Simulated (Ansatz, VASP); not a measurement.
# ScAl3 in two plane-wave programs

One calculation is typed for both programs; each brings its own data sets and cutoff. How far apart do they land?

Main program and level: Ansatz 0.2.0; plane waves, with VASP 6.6.1 beside it; single point at PBE.

## Step 1: Set-up

Symmetry: Pm-3m, No. 221, cubic system. Conventional cell: a = 4.088 Å, b = 4.088 Å, c = 4.088 Å, α = 90.00°, β = 90.00°, γ = 90.00°. Sc has 12 Al at 2.89 Å nearest. Al has 4 Sc at 2.89 Å and 8 Al at 2.89 Å nearest. Farther neighbours are not listed.

Coordinates:

```
Sc Al
1.0
     4.08781    0.00000    0.00000
     0.00000    4.08781    0.00000
     0.00000    0.00000    4.08781
Sc Al
1 3
Cartesian
  0.0000 0.0000 0.0000
  2.0439 2.0439 0.0000
  0.0000 2.0439 2.0439
  2.0439 0.0000 2.0439
```

## Step 2: VASP: single point, PBE

A single point gives forces, pressure and levels at one fixed geometry, so differences don't come from the geometry; what else differs is listed under the comparison.

Lines of VASP's logs that name or quote its potential files are left out, and so is its time.

INCAR reads:

```
SYSTEM = ScAl3
PREC = Accurate
ENCUT = 400
EDIFF = 1E-06
NELM = 100
ISMEAR = -1
SIGMA = 0.05
LREAL = .FALSE.
ALGO = Normal
GGA = PE
NBANDS = 16
LORBIT = 11
LWAVE = .FALSE.
LCHARG = .TRUE.
ISIF = 2
LELF = .TRUE.
LVHAR = .TRUE.
```

POSCAR reads:

```
ScAl3
1.0
    4.0878065700      0.0000000000      0.0000000000
    0.0000000000      4.0878065700      0.0000000000
    0.0000000000      0.0000000000      4.0878065700
Sc Al
1 3
Direct
    0.0000000000      0.0000000000      0.0000000000
    0.5000000000      0.5000000000      0.0000000000
    0.0000000000      0.5000000000      0.5000000000
    0.5000000000      0.0000000000      0.5000000000
```

KPOINTS reads:

```
Automatic mesh
0
Gamma
7 7 7
0 0 0
```

PAW data sets: Sc_sv and Al (PBE family, release 64).

Launch:

```bash
$ mpirun -np 2 vasp_std
```

Numbers of over 12 decimals in the logs are rounded to 6 here.

The log of the run:

```text
[banner, memory and clock lines left out]
running    2 mpi-ranks, on    1 nodes
 distrk:  each k-point on    2 cores,    1 groups
 distr:  one band on    1 cores,    2 groups

 POSCAR found type information on POSCAR ScAl
 POSCAR found :  2 types and       4 ions
 LDA part: xc-table for (Slater+PW92), standard interpolation
 POSCAR, INCAR and KPOINTS ok, starting setup
 FFT: planning ... GRIDC
 FFT: planning ... GRID_SOFT
 FFT: planning ... GRID
 WAVECAR not read
 entering main loop
       N       E                     dE             d eps       ncg     rms          rms(c)
DAV:   1     0.891881277325E+02    0.89188E+02   -0.72329E+03   640   0.922E+02
DAV:   2    -0.160690055527E+02   -0.10526E+03   -0.10320E+03   664   0.286E+02
DAV:   3    -0.202320489928E+02   -0.41630E+01   -0.40866E+01   992   0.513E+01
DAV:   4    -0.203062499465E+02   -0.74201E-01   -0.74141E-01   864   0.759E+00
DAV:   5    -0.203089919233E+02   -0.27420E-02   -0.27418E-02   976   0.137E+00    0.887E+00
DAV:   6    -0.193697982767E+02    0.93919E+00   -0.44796E+00  1056   0.222E+01    0.313E+00
DAV:   7    -0.193237845506E+02    0.46014E-01   -0.10798E-01   880   0.260E+00    0.183E+00
DAV:   8    -0.193009897805E+02    0.22795E-01   -0.38999E-02  1096   0.169E+00    0.258E-01
DAV:   9    -0.193006912846E+02    0.29850E-03   -0.53897E-03   904   0.858E-01    0.140E-01
DAV:  10    -0.193005069235E+02    0.18436E-03   -0.84253E-04  1040   0.309E-01    0.569E-02
DAV:  11    -0.193005243534E+02   -0.17430E-04   -0.92434E-05  1056   0.802E-02    0.354E-02
DAV:  12    -0.193005029570E+02    0.21396E-04   -0.14248E-04   968   0.128E-01    0.290E-03
DAV:  13    -0.193005031428E+02   -0.18572E-06   -0.36616E-06   808   0.190E-02
   1 F= -.19300503E+02 E0= -.19294117E+02  d E =-.127716E-01
```

OUTCAR, selected parts (step 2):

```text
ion  position               nearest neighbor table
   1  0.000  0.000  0.000-   2 2.89   3 2.89   4 2.89   3 2.89   4 2.89   2 2.89   3 2.89   3 2.89
                             2 2.89   4 2.89   4 2.89   2 2.89
   2  0.500  0.500  0.000-   1 2.89   3 2.89   4 2.89   3 2.89   4 2.89   1 2.89   4 2.89   4 2.89
                             1 2.89   3 2.89   3 2.89   1 2.89
   3  0.000  0.500  0.500-   1 2.89   2 2.89   4 2.89   1 2.89   2 2.89   1 2.89   4 2.89   1 2.89
                             2 2.89   4 2.89   2 2.89   4 2.89
   4  0.500  0.000  0.500-   1 2.89   2 2.89   3 2.89   1 2.89   2 2.89   2 2.89   3 2.89   2 2.89
                             1 2.89   3 2.89   1 2.89   3 2.89

  LATTYP: Found a simple cubic cell.
 ALAT       =     4.0878065700

 Subroutine GETGRP returns: Found 48 space group operations
 (whereof 48 operations were pure point group operations)

The static configuration has the point symmetry O_h .

 Found     20 irreducible k-points:

   k-points           NKPTS =     20   k-points in BZ     NKDIM =     20   number of bands    NBANDS=     16

   dimension x,y,z NGX =    28 NGY =   28 NGZ =   28
   dimension x,y,z NGXF=    56 NGYF=   56 NGZF=   56

   ENCUT  =  400.0 eV  29.40 Ry    5.42 a.u.   6.67  6.67  6.67*2*pi/ulx,y,z

   NELECT =      20.0000    total number of electrons

 k-points in reciprocal lattice and weights: Automatic mesh
   0.00000000  0.00000000  0.00000000       0.003
   0.14285714  0.00000000  0.00000000       0.017
   0.28571429  0.00000000  0.00000000       0.017
   0.42857143  0.00000000  0.00000000       0.017
   0.14285714  0.14285714  0.00000000       0.035
   0.28571429  0.14285714  0.00000000       0.070
   0.42857143  0.14285714  0.00000000       0.070
   0.28571429  0.28571429  0.00000000       0.035
   0.42857143  0.28571429  0.00000000       0.070
[...]
0.42857143  0.42857143  0.28571429       0.070
   0.42857143  0.42857143  0.42857143       0.023

 average (electrostatic) potential at core
       1 -43.2191       2 -73.1135       3 -73.1135       4 -73.1135

 E-fermi :   7.1828

 k-point     1 :       0.0000    0.0000    0.0000
  band No.  band energies     occupation
    ...
      6       4.6490      2.00000
      7       4.6490      2.00000
      8       5.4609      2.00000
      9       5.4609      2.00000
     10       5.4609      2.00000
     11       8.5449      0.00000
     12       8.5722      0.00000
     13       8.5722      0.00000
     14       8.5722      0.00000
     15      12.0454      0.00000
    ...

 k-point     2 :       0.1429    0.0000    0.0000
  band No.  band energies     occupation
    ...
      6       3.3872      2.00000
      7       4.7957      2.00000
      8       5.4831      2.00000
      9       5.4831      2.00000
     10       6.2645      2.00000
     11       8.4705      0.00000
     12       8.4705      0.00000
     13       8.6297      0.00000
     14       9.2592      0.00000
     15      10.8055      0.00000
    ...

 k-point     3 :       0.2857    0.0000    0.0000
  band No.  band energies     occupation
    ...
      6       1.7395      2.00000
      7       5.2039      2.00000
      8       5.5270      2.00000
      9       5.5270      2.00000
     10       7.1995      0.83532
     11       8.3216      0.00000
     12       8.3216      0.00000
     13       8.7673      0.00000
     14       9.3610      0.00000
     15      10.1609      0.00000
    ...

  Total        0.4711262      0.4711262      0.4711262      0.0000000      0.0000000      0.0000000
  in kB       11.0503712     11.0503712     11.0503712      0.0000000      0.0000000      0.0000000
  external PRESSURE =      11.0503712 kB  Pullay stress =       0.0000000 kB

  energy-cutoff  :      400.00
  volume of cell :       68.31
      direct lattice vectors                 reciprocal lattice vectors
     4.087806570  0.000000000  0.000000000     0.244629970  0.000000000  0.000000000
     0.000000000  4.087806570  0.000000000     0.000000000  0.244629970  0.000000000
     0.000000000  0.000000000  4.087806570     0.000000000  0.000000000  0.244629970

 POSITION                                       TOTAL-FORCE (eV/Angst)
 -----------------------------------------------------------------------------------
      0.00000      0.00000      0.00000         0.000000      0.000000      0.000000
      2.04390      2.04390      0.00000         0.000000      0.000000      0.000000
      0.00000      2.04390      2.04390         0.000000      0.000000      0.000000
      2.04390      0.00000      2.04390         0.000000      0.000000      0.000000
 -----------------------------------------------------------------------------------
    total drift:                               -0.000000     -0.000000     -0.000000

  FREE ENERGIE OF THE ION-ELECTRON SYSTEM (eV)
  ---------------------------------------------------
  free  energy   TOTEN  =       -19.3005031428 eV

  energy  without entropy=      -19.2877315532  energy(sigma->0) =      -19.29411735

 total charge
# of ion       s       p       d       tot
------------------------------------------
    1        2.185   6.141   1.292   9.617
    2        0.416   0.381   0.000   0.797
    3        0.416   0.381   0.000   0.797
    4        0.416   0.381   0.000   0.797
--------------------------------------------------
tot          3.434   7.283   1.292  12.009

[... 3 further parts left out ...]
```

The run ends at a pressure of 1.11 GPa.

## Step 3: Ansatz: single point, PBE

Ansatz runs on its default PAW (the set named soft_2) files.

The same cell, functional, mesh and smearing now go to Ansatz, which takes its cutoff from its data sets.

input.yaml reads:

```yaml
crystal:
  lattice:
    - [4.08780657, 0.0, 0.0]
    - [0.0, 4.08780657, 0.0]
    - [0.0, 0.0, 4.08780657]
  atoms:
    - { symbol: Sc, position: [0.0, 0.0, 0.0] }
    - { symbol: Al, position: [0.5, 0.5, 0.0] }
    - { symbol: Al, position: [0.0, 0.5, 0.5] }
    - { symbol: Al, position: [0.5, 0.0, 0.5] }
hamiltonian:
  xc: pbe
  pseudopotentials: { kind: paw }
kpoints:
  mp_grid: { grid: [7, 7, 7] }
scf:
  occupations: { method: fermi_dirac, width: 0.05 }
  n_extra_bands: 5
output:
  forces: true
  stress: true
  eigenvalues: true
  write_density: true
  write_potential: true
  elf: true
  volumetric_format: npy
```

Launch:

```bash
$ ansatz run input.yaml --threads 2 --pin off --max-ram 4608MiB --backend cpu --events-out ev --progress --plain --runs-dir out
```

The log of the run:

```text
scf.n_extra_bands = 5 over 10 filled bands (N_el = 20.0): the run solves 15 bands
Engine: ansatz 0.2.0, aarch64-unknown-linux-gnu
Pseudopotentials: kind: paw
Pseudopotential: Sc, paw, valence charge 11, recommended cutoff 420 eV (normal), Sc.paw.azcp
Pseudopotential: Al, paw, valence charge 3, recommended cutoff 420 eV (normal), Al.paw.azcp
Functional definition: PBE
  parameter kappa = 0.804
  parameter beta = 0.066725
  exchange = pbe_x(kappa = kappa, mu = beta*pi^2/3)
  correlation = pbe_c(beta = beta)
Crystal: 4 atoms, lattice volume = 68.308 Å³
Basis set: ecut = 420 eV, 1357 PW (Γ), exchange–correlation on 60×60×60 points (8 copies of the dense FFT grid, shifted against one another)
Bands: 15, of which v1, the nominal top of the filled ones, is band 10 counted from 1 (9 counted from 0)
Symmetry: 48 space group operations
Space group: Pm-3m (ITA 221), of the structure as read, at distance tolerance 4.1e-5 Å
k-points: 20 of 343
Non-local potential: Sc, projectors of the file, l = 0: 3, l = 1: 2, l = 2: 3, l = 3: 1
Non-local potential: Al, projectors of the file, l = 0: 2, l = 1: 2, l = 2: 1
PAW form: soft (Blöchl's): semilocal exchange-correlation on the pseudo side does not see the compensation charge
PAW one-centre angular grid: Sc, 590 points (default); XC on 64 Gauss nodes
PAW one-centre angular grid: Al, 110 points (default); XC on 64 Gauss nodes
Initial density: superposition of atomic densities (neutral atoms: chi_scale 0, normalization atom), corrected by the library's trained network
Initial wavefunctions: pseudopotential atomic-orbital guess
Functional: x = pbe(κ = 0.804, μ = 0.219515), c = pbe(β = 0.066725)
SCF iter   1: F=—  HF=-3750.139956 eV  |F-HF|=—  |Δ(HF+E_count)|=         —  Δρ=2.32e-3  dr2=1.01e-2  ethr=1.77e-3  ⟨swp⟩=5.8  Hψ=1775  notcnv=0
preconditioner: auto → Kerker (q_TF=auto, 2.223 Å⁻¹)  [metal: Δε(μ)=0.072 eV  Ē_g=5.876 eV  σ=0.050 eV  W_gap=0.34  n_scr=18 (ndim 8)  ℏωp=15.6 eV  f_vac=0.000  D(μ)=1.56/eV (n_scr^D=6)]
SCF iter   2: F=—  HF=-3750.138003 eV  |F-HF|=—  |Δ(HF+E_count)|=   1.95e-3  Δρ=1.23e-3  dr2=2.08e-3  ethr=5.05e-5  ⟨swp⟩=1.6  Hψ=480  notcnv=0
SCF iter   3: F=—  HF=-3750.137565 eV  |F-HF|=—  |Δ(HF+E_count)|=   4.38e-4  Δρ=4.66e-4  dr2=3.34e-4  ethr=1.04e-5  ⟨swp⟩=2.1  Hψ=408  notcnv=0
SCF iter   4: F=—  HF=-3750.137486 eV  |F-HF|=—  |Δ(HF+E_count)|=   7.95e-5  Δρ=8.46e-5  dr2=5.20e-6  ethr=1.67e-6  ⟨swp⟩=2.0  Hψ=405  notcnv=0
SCF iter   5: F=—  HF=-3750.137530 eV  |F-HF|=—  |Δ(HF+E_count)|=   4.40e-5  Δρ=1.58e-5  dr2=1.03e-7  ethr=2.60e-8  ⟨swp⟩=2.2  Hψ=408  notcnv=0
SCF iter   6: F=-3750.137530 eV  HF=-3750.137530 eV  |F-HF|=1.08e-10  |Δ(HF+E_count)|=   2.11e-8  Δρ=2.04e-6  dr2=1.73e-9  ethr=5.00e-10  ⟨swp⟩=7.2  Hψ=1721  notcnv=0
SCF 1 converged in 6 iterations: F = -3750.137530 eV  dr2 = 1.73e-9
  greatest PAW one-centre occupation: 0.998 electrons in one spin orbital (limit 2), on the Sc atom at site 0 (counted from 0), in its partial waves of l = 0
SCF converged after 6 iterations
Free energy (F): -3750.137530 eV
Harris-Foulkes:  -3750.137530 eV  (|F-HF|=1.08e-10)
Internal energy: -3750.124725 eV  (E = F + TS)
E sigma→0 (E₀):  -3750.131128 eV
Entropy (-TS):   -0.012804 eV (-3.201 meV/atom)
Fermi energy:    9.156922 eV
--- Per-component energies (eV) ---
  E_band       = -125.147217
  E_kinetic    = 333.328617
  E_local      = -1006.232783  (includes V_loc(G=0)·N_el)
  E_nonlocal   = 114.838425
  E_hartree    = 389.819989
  E_xc         = -225.174492
  E_vxc        = -218.273506  (∫ρ·V_xc dr)
  E_paw        = -2358.552851  (= ΣΔE_a)
  E_vpaw       = -128.448880  (= ΣTr[D̂ρ^β])
  E_aug_tail   = 0.000002  (compensation charges beyond the density's cutoff)
  E_ewald      = -998.151633
  E_smearing   = -0.012804  (= −TS)
  E_closure    = -0.000000  (closes the sum)
  Σ components = -3750.137530   (vs F -3750.137530, Δ=0.00e0)
--- Forces (eV/Å), atoms counted from 1 ---
  atom   1  Sc    -0.00000000     0.00000000     0.00000000
  atom   2  Al     0.00000000     0.00000000     0.00000000
  atom   3  Al     0.00000000    -0.00000000     0.00000000
  atom   4  Al     0.00000000    -0.00000000    -0.00000000
  max |Σ_I F_I| component: 1.43e-30 eV/Å
--- Stress (GPa, compression-positive) ---
        1.117148       0.000000       0.000000
        0.000000       1.117148       0.000000
        0.000000       0.000000       1.117148
  P = ⅓ Tr σ = 1.1171 GPa (11.171 kbar)
--- Band table (eV; the first three rows and the last of 20) ---
  k-point 0: bands = [... 6 lower, 6.6250, 7.4376, 7.4376, 7.4376, 10.5118, 10.5426, 10.5426, 10.5426, ... 1 higher]
  k-point 1: bands = [... 6 lower, 6.7717, 7.4602, 7.4602, 8.2393, 10.4413, 10.4413, 10.6003, 11.2261, ... 1 higher]
  k-point 2: bands = [... 6 lower, 7.1800, 7.5046, 7.5046, 9.1720, 10.2923, 10.2923, 10.7384, 11.3313, ... 1 higher]
  k-point 19: bands = [... 6 lower, 4.4644, 5.3992, 6.4568, 6.4568, 6.5786, 10.6338, 11.8633, 11.8633, ... 1 higher]
```

The job ended after 2.9 s (2 threads of Arm Neoverse N1, shared host; peak memory 0.32 GiB; 3.6 s of CPU time).

The column dr2 measures how far the density is from self-consistency, as an energy; F and HF (Harris–Foulkes) agree once it is small.

The run ends at a pressure of 1.12 GPa.

## Step 4: Comparison

Known differences besides the potentials themselves: the cutoff is 420 eV in Ansatz and 400 eV in VASP; VASP leaves aspherical gradient terms in its spheres out (LASPH is not set), Ansatz keeps them. Total energies have different zeros and are not compared.

Compared:

```tsv
quantity	Ansatz	VASP	difference
pressure (GPa)	1.12	1.11	+0.01
pressure without Ansatz's Pulay correction (GPa)	1.06	1.11	-0.05
```

Ansatz's pressure holds a Pulay correction of 0.06 GPa; VASP's holds none.

## Step 5: Summary of results

```yaml
difference_in_pressure_single_point_pbe: 0.012 GPa
```

The difference in pressure is 0.012 GPa (single point, PBE), within the 1 GPa picked in this series as the mark of a large difference. Such differences can come from data sets, numerical settings and the points named under the comparisons, not from the functional's error against experiment.

[Lines on the potential files, build, host, timing and source positions are cut from VASP's logs without a mark.]

[Logs are printed without paths, hosts, clocks, repeated set-up lines and the standing remarks that a program may print on its own settings, such as how far it seeks lower states.]

[Hosts, paths, dates, database ids (printed as entryN), source tags and the programs' standing remarks are cut or masked in the printed files.]
